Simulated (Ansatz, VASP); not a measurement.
# SiF in VASP and in Ansatz

```
Si F
1.0
     4.51521    0.00000    0.00000
     0.00000    4.51521    0.00000
     0.00000    0.00000    4.51521
Si F
3 3
Direct
  0.50000 0.00000 0.00000
  0.00000 0.50000 0.00000
  0.00000 0.00000 0.50000
  0.00000 0.50000 0.50000
  0.50000 0.00000 0.50000
  0.50000 0.50000 0.00000
```

Alike in both runs: functional PBE; k mesh 8 × 8 × 8; occupations gaussian, width 0.1 eV; no spin polarisation.

Ansatz relaxed the structure, and its values are those at the end. VASP's run is a single point on that final structure, the one shown.

```csv
,VASP,Ansatz
version,VASP 6.6.1,Ansatz 0.2.0
potentials or method,"VASP PAW PBE potentials, release 64 (Si, F)","scalar-relativistic, plane waves, PAW"
plane-wave cutoff (eV),520,420
valence electrons in the cell,33,33
```

VASP gave:

| Property | Result |
| --- | --- |
| gap on the k mesh at the Fermi level (eV) | none |
| pressure (GPa) | -0.2 |

Problem. What did Ansatz give for the same quantities?

Solution. gap on the k mesh at the Fermi level (eV): none; pressure (GPa): 0.0.

A gap of «none» marks a metal or a gap that the smearing closes. The functional is the same, so the differences come from potentials, cutoffs and numerics.

Caveats: an odd number of electrons without spin polarisation forces a metal; a magnetic or distorted state may lie lower.
